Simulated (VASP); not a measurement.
**VASP 6.6.1 run: Zn2C**

INCAR

```
ISIF = 2
NSW = 0
NBANDS = 21
PREC = Accurate
ISPIN = 2
EDIFF = 1E-7
IBRION = -1
SIGMA = 0.02
MAGMOM = -2 2 2
ISMEAR = -1
NELM = 89
ENCUT = 520
LREAL = Auto
LASPH = .TRUE.
LWAVE = .FALSE.
GGA = PE
LCHARG = .FALSE.
```

KPOINTS

```
KPOINTS created by Atomic Simulation Environment
0
Gamma
8 8 8
0 0 0
```

POSCAR

```
C  Zn
 1.0000000000000000
    -0.0000000000000000    2.5779490358415575    2.5779490358415575
     2.5779490358415575   -0.0000000000000000    2.5779490358415575
     2.5779490358415575    2.5779490358415575    0.0000000000000000
 C   Zn
   1   2
Cartesian
  0.0000000000000000 -0.0000000000000000  0.0000000000000000
  1.2889745179207788  1.2889745179207788  1.2889745179207788
  3.8669235537623363  3.8669235537623363  3.8669235537623363
```

The recommended PBE PAW datasets give the neutral cell 28 valence electrons.

Command

```
mpirun -np 1 vasp_std
```

OSZICAR

```
N       E                     dE             d eps       ncg     rms          rms(c)
DAV:   1     0.151464169670E+03    0.15146E+03   -0.14334E+04  2468   0.209E+03
DAV:   2     0.239209647972E+01   -0.14907E+03   -0.14219E+03  2501   0.340E+02
DAV:   3    -0.869460718819E+01   -0.11087E+02   -0.10906E+02  2791   0.915E+01
DAV:   4    -0.887519093402E+01   -0.18058E+00   -0.18044E+00  2631   0.112E+01
DAV:   5    -0.887623440313E+01   -0.10435E-02   -0.10435E-02  2809   0.803E-01    0.220E+01
DAV:   6    -0.909206313116E+01   -0.21583E+00   -0.49448E+00  3447   0.480E+01    0.104E+01
DAV:   7    -0.926903402453E+01   -0.17697E+00   -0.13130E+00  2604   0.107E+01    0.468E+00
DAV:   8    -0.925851638947E+01    0.10518E-01   -0.54760E-02  2815   0.223E+00    0.249E+00
DAV:   9    -0.925069647208E+01    0.78199E-02   -0.90330E-03  3049   0.111E+00    0.732E-01
DAV:  10    -0.925053484649E+01    0.16163E-03   -0.12246E-03  3065   0.575E-01    0.121E-01
DAV:  11    -0.925062792271E+01   -0.93076E-04   -0.28967E-04  2740   0.162E-01    0.595E-02
DAV:  12    -0.925065130645E+01   -0.23384E-04   -0.52190E-05  2666   0.437E-02    0.249E-02
DAV:  13    -0.925065784053E+01   -0.65341E-05   -0.74217E-06  2624   0.220E-02    0.844E-03
DAV:  14    -0.925065792091E+01   -0.80383E-07   -0.11986E-06  2825   0.939E-03    0.260E-03
DAV:  15    -0.925065789938E+01    0.21529E-07   -0.20281E-07  2371   0.442E-03
   1 F= -.92506579E+01 E0= -.92505820E+01  d E =-.151744E-03  mag=     0.0000
```

Standard output (part)

```
POSCAR found type information on POSCAR C Zn
 POSCAR found :  2 types and       3 ions
|     You have a (more or less) 'small supercell' and for smaller cells       |
|     it is recommended to use the reciprocal-space projection scheme!        |
|     The real-space optimization is not efficient for small cells and it     |
|     is also less accurate ...                                               |
|     Therefore, set LREAL=.FALSE. in the INCAR file.                         |
 LDA part: xc-table for (Slater+PW92), standard interpolation
 POSCAR, INCAR and KPOINTS ok, starting setup
 WAVECAR not read
 entering main loop
```

It converged. Results: pressure 5.0 GPa; magnetic moment of the cell 0.00 μB.

For comparison, a separate PBE run of the intended cell, on usual settings and not on those above, gives a gap of 0.00 eV on its mesh and a pressure of 4.9 GPa.

The run above took about 92 s on one core of a shared host (Intel Xeon Platinum 8488C) and held 0.18 GiB at most.
